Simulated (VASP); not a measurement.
Method: PBE GGA, VASP's PBE PAW potentials (set 64) (plane waves; VASP).

A VASP calculation is set up with these files.

**POSCAR**
```
PtSe2
1.0
  1.9003616398  -3.2915231707   0.0000000000
  1.9003616398   3.2915231707   0.0000000000
  0.0000000000   0.0000000000   5.1696713945
Pt Se
1 2
Cartesian
  0.0000000000   0.0000000000   0.0000000000
  1.9003616398   1.0971765846   1.2787444204
  1.9003616398  -1.0971765846   3.8909269741
```

INCAR:
```
! general
SYSTEM  = PtSe2
PREC    = Accurate
ENCUT   = 400
LREAL   = F   ! projection in real space or not
LASPH   = T   ! aspherical one-centre terms

! electronic loop
EDIFF   = 1E-6   ! SCF stop (eV)
NELM    = 100
ALGO    = Normal   ! blocked Davidson
LMAXMIX = 6   ! l cut-off of mixed one-centre charges

! smearing
ISMEAR  = 1   ! Methfessel-Paxton
SIGMA   = 0.1   ! width (eV)

! functional
GGA     = PE

! ions
IBRION  = 2   ! conjugate gradients
NSW     = 60
ISIF    = 3
EDIFFG  = -0.02

! output
LWAVE   = F
LCHARG  = F
```

**KPOINTS**
```
Automatic mesh
0
gamma
8 8 6
```

POTCAR, in this order: Pt Se (PBE.64 set). Program: vasp_std.

The run wrote:

File OSZICAR:
```
...
DAV:   2    -0.142706304762E+02    0.35194E-02   -0.17195E-02  1612   0.965E-01    0.207E-01
DAV:   3    -0.142695811045E+02    0.10494E-02   -0.27988E-03  1745   0.407E-01    0.102E-01
DAV:   4    -0.142694754544E+02    0.10565E-03   -0.51234E-04  1696   0.178E-01    0.447E-02
DAV:   5    -0.142694707021E+02    0.47523E-05   -0.59081E-05  1612   0.729E-02    0.206E-02
DAV:   6    -0.142694728392E+02   -0.21371E-05   -0.12338E-05  1836   0.257E-02    0.574E-03
DAV:   7    -0.142694730613E+02   -0.22206E-06   -0.62956E-07  1086   0.684E-03
   5 F= -.14269473E+02 E0= -.14269618E+02  d E =-.170797E-02
       N       E                     dE             d eps       ncg     rms          rms(c)
DAV:   1    -0.142726337296E+02   -0.31609E-02   -0.11026E-01  1500   0.240E+00    0.290E-01
DAV:   2    -0.142710677832E+02    0.15659E-02   -0.10973E-02  1577   0.110E+00    0.153E-01
DAV:   3    -0.142706878530E+02    0.37993E-03   -0.80278E-04  1717   0.321E-01    0.568E-02
DAV:   4    -0.142706017212E+02    0.86132E-04   -0.62687E-04  1598   0.147E-01    0.242E-02
DAV:   5    -0.142706004149E+02    0.13064E-05   -0.32732E-05  1640   0.448E-02    0.159E-02
DAV:   6    -0.142706012731E+02   -0.85825E-06   -0.40777E-06  1712   0.205E-02
   6 F= -.14270601E+02 E0= -.14270739E+02  d E =-.112821E-02
       N       E                     dE             d eps       ncg     rms          rms(c)
DAV:   1    -0.142917417289E+02   -0.21141E-01   -0.98451E-01  1500   0.718E+00    0.876E-01
DAV:   2    -0.142777711482E+02    0.13971E-01   -0.97559E-02  1577   0.328E+00    0.457E-01
DAV:   3    -0.142744341410E+02    0.33370E-02   -0.70240E-03  1703   0.948E-01    0.173E-01
DAV:   4    -0.142736560702E+02    0.77807E-03   -0.56902E-03  1591   0.441E-01    0.728E-02
DAV:   5    -0.142736426244E+02    0.13446E-04   -0.30495E-04  1640   0.136E-01    0.479E-02
DAV:   6    -0.142736505828E+02   -0.79584E-05   -0.39518E-05  1794   0.637E-02    0.150E-02
DAV:   7    -0.142736521425E+02   -0.15597E-05   -0.63247E-06  1850   0.233E-02    0.349E-03
DAV:   8    -0.142736524780E+02   -0.33547E-06   -0.63621E-07  1079   0.694E-03
   7 F= -.14273652E+02 E0= -.14273733E+02  d E =-.417942E-02
       N       E                     dE             d eps       ncg     rms          rms(c)
DAV:   1    -0.143495580761E+02   -0.75906E-01   -0.38740E+00  1500   0.142E+01    0.177E+00
DAV:   2    -0.142949101870E+02    0.54648E-01   -0.38158E-01  1584   0.650E+00    0.917E-01
DAV:   3    -0.142817871647E+02    0.13123E-01   -0.27180E-02  1682   0.187E+00    0.354E-01
DAV:   4    -0.142785959289E+02    0.31912E-02   -0.23016E-02  1591   0.878E-01    0.146E-01
DAV:   5    -0.142785430579E+02    0.52871E-04   -0.12560E-03  1633   0.276E-01    0.969E-02
DAV:   6    -0.142785742317E+02   -0.31174E-04   -0.17338E-04  1836   0.133E-01    0.290E-02
DAV:   7    -0.142785794514E+02   -0.52197E-05   -0.25074E-05  1836   0.463E-02    0.703E-03
DAV:   8    -0.142785807905E+02   -0.13391E-05   -0.28109E-06  1784   0.136E-02    0.336E-03
DAV:   9    -0.142785809212E+02   -0.13068E-06   -0.31430E-07  1100   0.382E-03
   8 F= -.14278581E+02 E0= -.14278679E+02  d E =-.910786E-02
       N       E                     dE             d eps       ncg     rms          rms(c)
DAV:   1    -0.145557045892E+02   -0.27712E+00   -0.14999E+01  1500   0.279E+01    0.363E+00
DAV:   2    -0.143465596178E+02    0.20914E+00   -0.14418E+00  1605   0.126E+01    0.179E+00
DAV:   3    -0.142987260861E+02    0.47834E-01   -0.97706E-02  1703   0.354E+00    0.737E-01
DAV:   4    -0.142851882983E+02    0.13538E-01   -0.88593E-02  1598   0.170E+00    0.292E-01
DAV:   5    -0.142851653390E+02    0.22959E-04   -0.42132E-03  1661   0.504E-01    0.194E-01
DAV:   6    -0.142852932342E+02   -0.12790E-03   -0.63327E-04  1850   0.247E-01    0.515E-02
DAV:   7    -0.142853203204E+02   -0.27086E-04   -0.76066E-05  1864   0.777E-02    0.141E-02
DAV:   8    -0.142853270180E+02   -0.66975E-05   -0.10813E-05  1878   0.247E-02    0.616E-03
DAV:   9    -0.142853276247E+02   -0.60678E-06   -0.10078E-06  1430   0.697E-03
   9 F= -.14285328E+02 E0= -.14285427E+02  d E =-.158546E-01
       N       E                     dE             d eps       ncg     rms          rms(c)
DAV:   1    -0.152386803811E+02   -0.95335E+00   -0.56140E+01  1500   0.539E+01    0.759E+00
DAV:   2    -0.144945537162E+02    0.74413E+00   -0.51106E+00  1626   0.234E+01    0.340E+00
DAV:   3    -0.143407831197E+02    0.15377E+00   -0.32375E-01  1808   0.618E+00    0.155E+00
DAV:   4    -0.142798938487E+02    0.60889E-01   -0.29259E-01  1605   0.302E+00    0.604E-01
DAV:   5    -0.142813660435E+02   -0.14722E-02   -0.80087E-03  1801   0.670E-01    0.384E-01
DAV:   6    -0.142820567860E+02   -0.69074E-03   -0.21830E-03  1801   0.421E-01    0.815E-02
DAV:   7    -0.142821917490E+02   -0.13496E-03   -0.24294E-04  1794   0.136E-01    0.307E-02
DAV:   8    -0.142822371784E+02   -0.45429E-04   -0.59814E-05  1906   0.571E-02    0.115E-02
DAV:   9    -0.142822421023E+02   -0.49239E-05   -0.70464E-06  1934   0.223E-02    0.338E-03
DAV:  10    -0.142822426256E+02   -0.52329E-06   -0.79313E-07  1458   0.630E-03
  10 F= -.14282243E+02 E0= -.14282380E+02  d E =-.127696E-01
       N       E                     dE             d eps       ncg     rms          rms(c)
DAV:   1    -0.144628531785E+02   -0.18061E+00   -0.95293E+00  1500   0.214E+01    0.256E+00
DAV:   2    -0.143209304420E+02    0.14192E+00   -0.91068E-01  1619   0.988E+00    0.122E+00
DAV:   3    -0.142924362263E+02    0.28494E-01   -0.60744E-02  1738   0.276E+00    0.474E-01
DAV:   4    -0.142856388293E+02    0.67974E-02   -0.47690E-02  1626   0.125E+00    0.222E-01
DAV:   5    -0.142857116414E+02   -0.72812E-04   -0.25207E-03  1745   0.413E-01    0.144E-01
DAV:   6    -0.142857858517E+02   -0.74210E-04   -0.32105E-04  1801   0.180E-01    0.477E-02
DAV:   7    -0.142858157589E+02   -0.29907E-04   -0.63626E-05  1822   0.679E-02    0.101E-02
DAV:   8    -0.142858192264E+02   -0.34674E-05   -0.79605E-06  1941   0.248E-02    0.497E-03
DAV:   9    -0.142858196922E+02   -0.46588E-06   -0.10003E-06  1409   0.740E-03
  11 F= -.14285820E+02 E0= -.14285932E+02  d E =-.163466E-01
       N       E                     dE             d eps       ncg     rms          rms(c)
DAV:   1    -0.142997037231E+02   -0.13884E-01   -0.33267E-01  1500   0.459E+00    0.651E-01
DAV:   2    -0.142900037862E+02    0.96999E-02   -0.51993E-02  1570   0.250E+00    0.340E-01
DAV:   3    -0.142881668716E+02    0.18369E-02   -0.37085E-03  1640   0.704E-01    0.126E-01
DAV:   4    -0.142877354294E+02    0.43144E-03   -0.32629E-03  1605   0.308E-01    0.570E-02
DAV:   5    -0.142877127411E+02    0.22688E-04   -0.14935E-04  1703   0.103E-01    0.409E-02
DAV:   6    -0.142877201674E+02   -0.74263E-05   -0.22589E-05  1801   0.367E-02    0.775E-03
DAV:   7    -0.142877203907E+02   -0.22327E-06   -0.32960E-06  1697   0.113E-02
  12 F= -.14287720E+02 E0= -.14287839E+02  d E =-.190070E-02
       N       E                     dE             d eps       ncg     rms          rms(c)
DAV:   1    -0.143956010341E+02   -0.10788E+00   -0.29320E+00  1500   0.136E+01    0.196E+00
DAV:   2    -0.143105066915E+02    0.85094E-01   -0.45693E-01  1598   0.742E+00    0.104E+00
DAV:   3    -0.142941247176E+02    0.16382E-01   -0.33098E-02  1605   0.210E+00    0.399E-01
DAV:   4    -0.142901138451E+02    0.40109E-02   -0.29620E-02  1647   0.923E-01    0.171E-01
DAV:   5    -0.142899543609E+02    0.15948E-03   -0.16687E-03  1626   0.333E-01    0.122E-01
DAV:   6    -0.142899987942E+02   -0.44433E-04   -0.21603E-04  1850   0.139E-01    0.206E-02
DAV:   7    -0.142900034490E+02   -0.46548E-05   -0.35827E-05  1787   0.366E-02    0.809E-03
DAV:   8    -0.142900070637E+02   -0.36146E-05   -0.50551E-06  1815   0.155E-02    0.251E-03
DAV:   9    -0.142900071454E+02   -0.81704E-07   -0.17338E-07  1387   0.406E-03
  13 F= -.14290007E+02 E0= -.14290142E+02  d E =-.418745E-02
```

**OUTCAR**
```
------------------------ aborting loop because EDIFF is reached ----------------------------------------
  FORCE on cell =-STRESS in cart. coord.  units (eV):
  Direction    XX          YY          ZZ          XY          YZ          ZX
  --------------------------------------------------------------------------------------
  Total       -0.0347118     -0.0347118      0.0347455      0.0000000      0.0000000      0.0000000
  in kB       -0.7505009     -0.7505010      0.7512291      0.0000000      0.0000000      0.0000000
  external PRESSURE =      -0.2499243 kB  Pullay stress =       0.0000000 kB
  volume of cell :       74.10
      direct lattice vectors                 reciprocal lattice vectors
     1.879739604 -3.255804748  0.000000000     0.265994289 -0.153571863  0.000000000
     1.879739604  3.255804748 -0.000000000     0.265994289  0.153571863  0.000000000
    -0.000000000  0.000000000  6.054116729     0.000000000  0.000000000  0.165176861
 POSITION                                       TOTAL-FORCE (eV/Angst)
 -----------------------------------------------------------------------------------
     -0.00000      0.00000      0.00000         0.000000     -0.000000      0.000000
      1.87974      1.08527      1.30027        -0.000000      0.000000      0.015072
      1.87974     -1.08527      4.75385         0.000000     -0.000000     -0.015072
 -----------------------------------------------------------------------------------
    total drift:                               -0.000000      0.000000      0.000000
  FREE ENERGIE OF THE ION-ELECTRON SYSTEM (eV)
  ---------------------------------------------------
  free  energy   TOTEN  =       -14.2900071454 eV

  energy  without entropy=      -14.2904104778  energy(sigma->0) =      -14.29014159

 reached required accuracy - stopping structural energy minimisation
```
(Selected blocks of OUTCAR.)

CONTCAR:
```
PtSe2
   1.00000000000000
     1.8797396039116809   -3.2558047479268013    0.0000000000000005
     1.8797396039116809    3.2558047479268013   -0.0000000000000005
    -0.0000000000000003    0.0000000000000000    6.0541167294057932
  Pt              Se
     1     2
Direct
     0.0000000000000000    0.0000000000000000    0.0000000000000000
     0.3333330000000032    0.6666669999999968    0.2147747199573279
     0.6666669999999968    0.3333330000000032    0.7852252800426720
```

Energy and stress use the plane-wave basis of the starting cell. Without a dispersion term in the relaxation, distances and binding between the weakly bound layers, chains or molecules are unreliable, and so is what depends on them.

The compound is PtSe2 in the 1T layered structure. This run relaxes it. Symmetry was kept, so distortions that lower it aren't found. The start is the result of an earlier pass.
